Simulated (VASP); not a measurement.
The system is Ba.

```
CELL_PARAMETERS angstrom
-2.51250 2.51250 2.51250
2.51250 -2.51250 2.51250
2.51250 2.51250 -2.51250
ATOMIC_POSITIONS crystal
Ba 0.00000 0.00000 0.00000
```

- Program: VASP 6.6.1
- Task: relaxation of cell and atoms
- Functional: RPBE
- Potentials or basis: VASP PAW PBE potentials, release 64 (Ba_sv)
- Cutoff: 600 eV
- k mesh: 12 × 12 × 12
- Occupations: gaussian, width 0.1 eV
- Spin: no spin polarisation

At the start: pressure 0.7 GPa; volume 63.44 Å³/atom.

Q: Where does the relaxation end?

A: Over 4 steps the energy falls by 11.2 meV/atom and the volume is 68.79 Å³/atom (+8.4 %); space group Im-3m (No. 229, to 0.05 Å).

Step by step:
```tsv
step	energy change (eV)	largest force (eV/Å)	pressure (GPa)	volume (Å³)
1	0.0000	0.0000	0.71	63.44
2	-0.0084	0.0000	0.34	66.04
3	-0.0112	0.0000	-0.04	69.11
4	-0.0112	0.0000	0.00	68.79
```

Final structure:
```yaml
crystal:
  lattice:
    - [-2.58115, 2.58115, 2.58115]
    - [2.58115, -2.58115, 2.58115]
    - [2.58115, 2.58115, -2.58115]
  atoms:
    - { symbol: Ba, position: [0.00000, 0.00000, 0.00000] }
```

Caveat: the PAW data sets were made with another functional, which shifts forces and pressure a little.
